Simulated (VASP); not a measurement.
Here is the system:

```
CELL_PARAMETERS angstrom
      3.50630     0.00000     0.00000
      0.00000     3.50630     0.00000
      0.00000     0.00000     3.50630
ATOMIC_POSITIONS crystal
  Si 0.00000 0.00000 0.00000
  Ni 0.00000 0.50000 0.50000
  Ni 0.50000 0.00000 0.50000
  Ni 0.50000 0.50000 0.00000
```

These are PBE GGA, VASP's PBE PAW potentials (set 64) (plane waves; VASP) values and carry that method's errors. Settings: 500 eV cut-off, 9×9×9 Γ-centred mesh, first-order Methfessel-Paxton smearing of 0.10 eV, potentials Si Ni.

Predict the energy per atom (σ→0), band gap (on the k-mesh) with the smallest direct gap where there is one.

The band gap (on the k-mesh) is none (metal, semimetal or under 0.01 eV) and the energy per atom (σ→0) is -5.920 eV/atom.

Only differences to runs with the same potentials and settings are physical.

The compound is Ni3Si in the L1_2 structure. It was relaxed first. The run is not spin-polarised, so no magnetic state was tried.
